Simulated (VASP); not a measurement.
Method: PBE GGA, VASP's PBE PAW potentials (set 64) (plane waves; VASP 6.6.1).

VASP input:

**POSCAR**
```
Zr16H
1
    6.4596472807     0.0000000000     0.0000000000
    3.2298236403     5.5942185361     0.0000000000
    0.0000000000     0.0000000000    21.8588014094
Zr H
16 1
Direct
  0.8352778557   0.3314611238   0.3290144890
  0.3332600205   0.3314611238   0.3290144890
  0.8325677356   0.8348635289   0.3285276969
  0.3316536784   0.8366916433   0.3283692678
  0.0029257822   0.9980353965   0.4393892724
  0.4990388213   0.9980353965   0.4393892724
  0.0003476978   0.4993046044   0.4394751832
  0.5006912447   0.4986175106   0.4391881024
  0.8375282319   0.3335702116   0.5631640604
  0.3289005564   0.3335702116   0.5631640604
  0.8312744581   0.8374500837   0.5585992101
  0.3325595921   0.8348798157   0.5632823154
  0.0011340651   0.9962259674   0.6745641164
  0.5026399675   0.9962259674   0.6745641164
  0.9909032040   0.5181935920   0.6727379440
  0.5001686945   0.4996626109   0.6743799906
  0.2557923941   0.9884152117   0.7320834132
```

**KPOINTS**
```
Automatic mesh
0
G
5 5 1
```

**INCAR**
```
# general
SYSTEM =Zr16H
PREC   =Normal
ENCUT  =400
LREAL  =.FALSE.
LASPH  =.TRUE.

# electronic loop
EDIFF  =1E-5
NELM   =100
NELMIN =4
ALGO   =Normal
LMAXMIX=4

# smearing
ISMEAR =1
SIGMA  =0.1

# functional
GGA    =PE

# ions
IBRION =2
NSW    =120
ISIF   =2
EDIFFG =-0.03

# output
LWAVE  =.TRUE.
LCHARG =.FALSE.

# other
LDIPOL =.TRUE.
IDIPOL =3
DIPOL  =0.5 0.5 0.5
```

POTCAR, in this order: Zr_sv H (PBE.64 set). Program: vasp_std.

The resulting files:

File OSZICAR:
```
...
DAV:   2    -0.133467278053E+03   -0.20747E-01   -0.21510E-01  2540   0.172E+00    0.280E-01
DAV:   3    -0.133481304813E+03   -0.14027E-01   -0.86720E-02  3660   0.691E-01    0.595E-01
DAV:   4    -0.133468618360E+03    0.12686E-01   -0.95708E-02  3172   0.613E-01    0.270E-01
DAV:   5    -0.133466828662E+03    0.17897E-02   -0.74712E-03  2780   0.233E-01    0.149E-01
DAV:   6    -0.133466836897E+03   -0.82351E-05   -0.17035E-03  2684   0.155E-01    0.782E-02
DAV:   7    -0.133466716057E+03    0.12084E-03   -0.11669E-03  3244   0.126E-01    0.289E-02
DAV:   8    -0.133466710911E+03    0.51461E-05   -0.10808E-04  2124   0.392E-02    0.185E-02
DAV:   9    -0.133466712627E+03   -0.17165E-05   -0.27804E-05  1780   0.235E-02
  35 F= -.13346671E+03 E0= -.13346304E+03  d E =-.414737E-02
       N       E                     dE             d eps       ncg     rms          rms(c)
DAV:   1    -0.133457696580E+03    0.90143E-02   -0.47046E+00  2070   0.860E+00    0.253E-01
DAV:   2    -0.133468185038E+03   -0.10488E-01   -0.10908E-01  2548   0.123E+00    0.196E-01
DAV:   3    -0.133471523230E+03   -0.33382E-02   -0.23957E-02  3492   0.384E-01    0.305E-01
DAV:   4    -0.133469603621E+03    0.19196E-02   -0.32990E-02  3132   0.382E-01    0.226E-01
DAV:   5    -0.133468043283E+03    0.15603E-02   -0.59173E-03  2700   0.197E-01    0.108E-01
DAV:   6    -0.133468051317E+03   -0.80345E-05   -0.86858E-04  2748   0.111E-01    0.538E-02
DAV:   7    -0.133467994873E+03    0.56444E-04   -0.57564E-04  3092   0.880E-02    0.220E-02
DAV:   8    -0.133467991819E+03    0.30542E-05   -0.53160E-05  2044   0.277E-02
  36 F= -.13346799E+03 E0= -.13346459E+03  d E =-.542656E-02
       N       E                     dE             d eps       ncg     rms          rms(c)
DAV:   1    -0.133448737486E+03    0.19257E-01   -0.10540E+01  2070   0.129E+01    0.347E-01
DAV:   2    -0.133486761735E+03   -0.38024E-01   -0.29862E-01  2596   0.192E+00    0.600E-01
DAV:   3    -0.133477331161E+03    0.94306E-02   -0.13565E-01  3676   0.856E-01    0.413E-01
DAV:   4    -0.133473010556E+03    0.43206E-02   -0.23790E-02  2996   0.369E-01    0.217E-01
DAV:   5    -0.133472588270E+03    0.42229E-03   -0.39829E-03  2852   0.183E-01    0.167E-01
DAV:   6    -0.133472350686E+03    0.23758E-03   -0.17112E-03  2748   0.159E-01    0.648E-02
DAV:   7    -0.133472278932E+03    0.71755E-04   -0.88232E-04  3132   0.109E-01    0.308E-02
DAV:   8    -0.133472274377E+03    0.45542E-05   -0.89218E-05  2116   0.363E-02
  37 F= -.13347227E+03 E0= -.13346927E+03  d E =-.428256E-02
       N       E                     dE             d eps       ncg     rms          rms(c)
DAV:   1    -0.133464709125E+03    0.75698E-02   -0.40916E+00  2070   0.805E+00    0.213E-01
DAV:   2    -0.133479054534E+03   -0.14345E-01   -0.11580E-01  2604   0.119E+00    0.366E-01
DAV:   3    -0.133475543180E+03    0.35114E-02   -0.49202E-02  3628   0.533E-01    0.249E-01
DAV:   4    -0.133473984808E+03    0.15584E-02   -0.73206E-03  2924   0.213E-01    0.128E-01
DAV:   5    -0.133473950310E+03    0.34498E-04   -0.15293E-03  2828   0.113E-01    0.107E-01
DAV:   6    -0.133473808410E+03    0.14190E-03   -0.88029E-04  2740   0.108E-01    0.403E-02
DAV:   7    -0.133473780315E+03    0.28096E-04   -0.33318E-04  3004   0.656E-02    0.198E-02
DAV:   8    -0.133473779142E+03    0.11723E-05   -0.29735E-05  1836   0.220E-02
  38 F= -.13347378E+03 E0= -.13347109E+03  d E =-.578732E-02
       N       E                     dE             d eps       ncg     rms          rms(c)
DAV:   1    -0.133437162530E+03    0.36618E-01   -0.16348E+01  2070   0.161E+01    0.432E-01
DAV:   2    -0.133489492603E+03   -0.52330E-01   -0.44351E-01  2588   0.237E+00    0.640E-01
DAV:   3    -0.133483728269E+03    0.57643E-02   -0.18317E-01  3652   0.100E+00    0.548E-01
DAV:   4    -0.133474854765E+03    0.88735E-02   -0.40286E-02  2972   0.474E-01    0.253E-01
DAV:   5    -0.133474680292E+03    0.17447E-03   -0.59994E-03  2916   0.223E-01    0.210E-01
DAV:   6    -0.133474123480E+03    0.55681E-03   -0.30385E-03  2732   0.205E-01    0.762E-02
DAV:   7    -0.133474040184E+03    0.83296E-04   -0.12816E-03  3284   0.130E-01    0.391E-02
DAV:   8    -0.133474029672E+03    0.10512E-04   -0.14642E-04  2180   0.477E-02    0.252E-02
DAV:   9    -0.133474033709E+03   -0.40369E-05   -0.38725E-05  1948   0.260E-02
  39 F= -.13347403E+03 E0= -.13347207E+03  d E =-.604189E-02
       N       E                     dE             d eps       ncg     rms          rms(c)
DAV:   1    -0.133465565623E+03    0.84640E-02   -0.39690E+00  2070   0.792E+00    0.212E-01
DAV:   2    -0.133478070116E+03   -0.12504E-01   -0.10680E-01  2588   0.116E+00    0.319E-01
DAV:   3    -0.133476600397E+03    0.14697E-02   -0.50628E-02  3620   0.500E-01    0.262E-01
DAV:   4    -0.133474520550E+03    0.20798E-02   -0.69161E-03  2876   0.227E-01    0.117E-01
DAV:   5    -0.133474618131E+03   -0.97580E-04   -0.15258E-03  2820   0.114E-01    0.106E-01
DAV:   6    -0.133474417241E+03    0.20089E-03   -0.11940E-03  2793   0.115E-01    0.418E-02
DAV:   7    -0.133474381129E+03    0.36111E-04   -0.33669E-04  3052   0.681E-02    0.191E-02
DAV:   8    -0.133474379792E+03    0.13374E-05   -0.34768E-05  1812   0.244E-02
  40 F= -.13347438E+03 E0= -.13347204E+03  d E =-.638797E-02
       N       E                     dE             d eps       ncg     rms          rms(c)
DAV:   1    -0.133450322724E+03    0.24058E-01   -0.11833E+01  2070   0.137E+01    0.387E-01
DAV:   2    -0.133478595218E+03   -0.28272E-01   -0.28409E-01  2524   0.196E+00    0.332E-01
DAV:   3    -0.133501203829E+03   -0.22609E-01   -0.16345E-01  3684   0.932E-01    0.749E-01
DAV:   4    -0.133477980463E+03    0.23223E-01   -0.85553E-02  3084   0.672E-01    0.248E-01
DAV:   5    -0.133477168616E+03    0.81185E-03   -0.61298E-03  2796   0.212E-01    0.175E-01
DAV:   6    -0.133477074365E+03    0.94251E-04   -0.20665E-03  2788   0.172E-01    0.897E-02
DAV:   7    -0.133476938097E+03    0.13627E-03   -0.15167E-03  3444   0.144E-01    0.329E-02
DAV:   8    -0.133476927632E+03    0.10464E-04   -0.16757E-04  2252   0.498E-02    0.196E-02
DAV:   9    -0.133476930404E+03   -0.27714E-05   -0.33563E-05  1852   0.246E-02
  41 F= -.13347693E+03 E0= -.13347523E+03  d E =-.255061E-02
       N       E                     dE             d eps       ncg     rms          rms(c)
DAV:   1    -0.133474918292E+03    0.20093E-02   -0.10157E+00  2070   0.400E+00    0.111E-01
DAV:   2    -0.133477438785E+03   -0.25205E-02   -0.24499E-02  2532   0.577E-01    0.111E-01
DAV:   3    -0.133478700211E+03   -0.12614E-02   -0.12911E-02  3644   0.266E-01    0.196E-01
DAV:   4    -0.133477241089E+03    0.14591E-02   -0.56430E-03  2796   0.179E-01    0.715E-02
DAV:   5    -0.133477183716E+03    0.57373E-04   -0.43408E-04  2404   0.601E-02    0.522E-02
DAV:   6    -0.133477177162E+03    0.65540E-05   -0.19272E-04  2588   0.537E-02    0.269E-02
DAV:   7    -0.133477161454E+03    0.15708E-04   -0.12501E-04  2068   0.430E-02    0.889E-03
DAV:   8    -0.133477161971E+03   -0.51735E-06   -0.15392E-05  1468   0.166E-02
  42 F= -.13347716E+03 E0= -.13347563E+03  d E =-.278218E-02
       N       E                     dE             d eps       ncg     rms          rms(c)
DAV:   1    -0.133475120922E+03    0.20405E-02   -0.14344E+00  2070   0.471E+00    0.136E-01
DAV:   2    -0.133478814162E+03   -0.36932E-02   -0.34585E-02  2476   0.686E-01    0.151E-01
DAV:   3    -0.133479931213E+03   -0.11171E-02   -0.18683E-02  3604   0.324E-01    0.210E-01
DAV:   4    -0.133478292004E+03    0.16392E-02   -0.72865E-03  2908   0.203E-01    0.811E-02
DAV:   5    -0.133478193196E+03    0.98808E-04   -0.67456E-04  2668   0.783E-02    0.535E-02
DAV:   6    -0.133478176895E+03    0.16302E-04   -0.18387E-04  2668   0.509E-02    0.195E-02
DAV:   7    -0.133478172482E+03    0.44126E-05   -0.84696E-05  2148   0.357E-02
  43 F= -.13347817E+03 E0= -.13347676E+03  d E =-.101051E-02
```

### OUTCAR
```
------------------------ aborting loop because EDIFF is reached ----------------------------------------
  FORCE on cell =-STRESS in cart. coord.  units (eV):
  Direction    XX          YY          ZZ          XY          YZ          ZX
  --------------------------------------------------------------------------------------
  Total       -2.8541456     -4.5507262     -0.6031448      0.0000000      0.0037484     -0.0000000
  in kB       -5.7891144     -9.2303190     -1.2233693      0.0000000      0.0076029     -0.0000000
  external PRESSURE =      -5.4142676 kB  Pullay stress =       0.0000000 kB
  volume of cell :      789.90
      direct lattice vectors                 reciprocal lattice vectors
     6.459647281  0.000000000  0.000000000     0.154807214 -0.089377989  0.000000000
     3.229823640  5.594218536  0.000000000     0.000000000  0.178755977  0.000000000
     0.000000000  0.000000000 21.858801409     0.000000000  0.000000000  0.045748163
 POSITION                                       TOTAL-FORCE (eV/Angst)
 -----------------------------------------------------------------------------------
      6.43528      1.91393      7.19001        -0.006486     -0.014891      0.002947
      3.25419      1.91393      7.19001         0.006486     -0.014891      0.002947
      8.07456      4.70709      7.19613        -0.000000      0.012043     -0.007075
      4.84473      4.68133      7.18069        -0.000000      0.011274      0.012329
      6.46829      0.02030      9.61163        -0.011005     -0.000645     -0.003314
      3.22119      0.02030      9.61163         0.011005     -0.000645     -0.003314
      8.07456      2.80695      9.58638        -0.000000      0.008819     -0.020054
      4.84474      2.81944      9.62437        -0.000000      0.014687     -0.000098
      6.43115      1.93722     12.28312         0.006583     -0.004188      0.000545
      3.25831      1.93722     12.28312        -0.006583     -0.004188      0.000545
      8.07456      4.78163     12.29454         0.000000     -0.015267     -0.007465
      4.84473      4.76532     12.30795         0.000000     -0.011477      0.000766
      0.04657      0.03997     14.79282         0.000234     -0.001091     -0.006429
      3.18325      0.03997     14.79282        -0.000234     -0.001091     -0.006429
      8.07456      2.85900     14.62795        -0.000000      0.007180      0.000670
      4.84474      2.92089     14.77924        -0.000000      0.007017      0.013492
      4.84474      4.72449     15.88821        -0.000000      0.007352      0.019934
 -----------------------------------------------------------------------------------
    total drift:                                0.046452      0.000506     -0.000110
  FREE ENERGIE OF THE ION-ELECTRON SYSTEM (eV)
  ---------------------------------------------------
  free  energy   TOTEN  =      -133.4781724820 eV

  energy  without entropy=     -133.4739226586  energy(sigma->0) =     -133.47675587

 reached required accuracy - stopping structural energy minimisation
```
(Selected blocks of OUTCAR.)

File CONTCAR:
```
Zr16H
   1.00000000000000
     6.4596472806999996    0.0000000000000000    0.0000000000000000
     3.2298236402999998    5.5942185360999996    0.0000000000000000
     0.0000000000000000    0.0000000000000000   21.8588014094000016
  Zr              H
    16     1
Direct
     0.8251637642149394    0.3421268884825495    0.3289297568562864
     0.3327083473025068    0.3421268884825495    0.3289297568562864
     0.8292890093652573    0.8414209813694895    0.3292098248614187
     0.3315914420794132    0.8368161159411779    0.3285033419467313
     0.9995225650809765    0.0036293202997731    0.4397143589680513
     0.4968481146192503    0.0036293202997731    0.4397143589680513
     0.9991205776025726    0.5017588447948615    0.4385593227391440
     0.4980044599438950    0.5039910801122099    0.4402972138270562
     0.8224436764273705    0.3462894652452856    0.5619303740299205
     0.3312658582273443    0.3462894652452856    0.5619303740299205
     0.8226268036893971    0.8547453925211993    0.5624524740371241
     0.3240847315819003    0.8518295367361931    0.5630663046468873
     0.0036369102014226    0.0071446436163030    0.6767441539413943
     0.4892184461822747    0.0071446436163030    0.6767441539413943
     0.9944680809172249    0.5110638381655499    0.6692016917850158
     0.4889365468772849    0.5221269061454284    0.6761229381040927
     0.3277346655869645    0.8445306687260693    0.7268566004612262
```

OUTCAR:
```
 val. band max:        2.1895446033   @ k =   0.4000   0.2000   0.0000

 cond. band min:       2.1932615568   @ k =   0.2000   0.4000   0.0000


 Fermi energy:         2.1925362602

 k-point     1 :       0.0000    0.0000    0.0000
  band No.  band energies     occupation
      1     -46.7802      2.00000
      2     -46.7766      2.00000
      3     -46.6997      2.00000
      4     -46.6921      2.00000
      5     -46.6913      2.00000
      6     -46.6790      2.00000
      7     -46.6743      2.00000
      8     -46.6196      2.00000
      9     -46.4575      2.00000
     10     -46.4044      2.00000
     11     -46.3713      2.00000
     12     -46.3600      2.00000
     13     -46.3554      2.00000
     14     -46.3516      2.00000
     15     -46.3372      2.00000
     16     -46.3324      2.00000
     17     -25.1775      2.00000
     18     -25.1516      2.00000
     19     -25.1497      2.00000
     20     -25.1471      2.00000
     21     -25.1400      2.00000
     22     -25.1116      2.00000
     23     -25.1092      2.00000
     24     -25.0470      2.00000
     25     -25.0426      2.00000
     26     -25.0338      2.00000
     27     -25.0313      2.00000
     28     -24.9697      2.00000
     29     -24.9647      2.00000
     30     -24.9609      2.00000
     31     -24.6641      2.00000
     32     -24.6571      2.00000
     33     -24.6426      2.00000
     34     -24.6152      2.00000
     35     -24.6108      2.00000
     36     -24.5918      2.00000
     37     -24.5867      2.00000
     38     -24.5854      2.00000
     39     -24.5771      2.00000
     40     -24.5717      2.00000
     41     -24.5659      2.00000
     42     -24.5633      2.00000
     43     -24.4859      2.00000
     44     -24.4071      2.00000
     45     -24.4065      2.00000
     46     -24.4044      2.00000
     47     -24.4019      2.00000
     48     -24.3617      2.00000
     49     -24.3487      2.00000
     50     -24.3458      2.00000
     51     -24.3046      2.00000
...
```

The cell is a thin slab with vacuum, built from Zr (hcp): (001) face, H adsorbed.
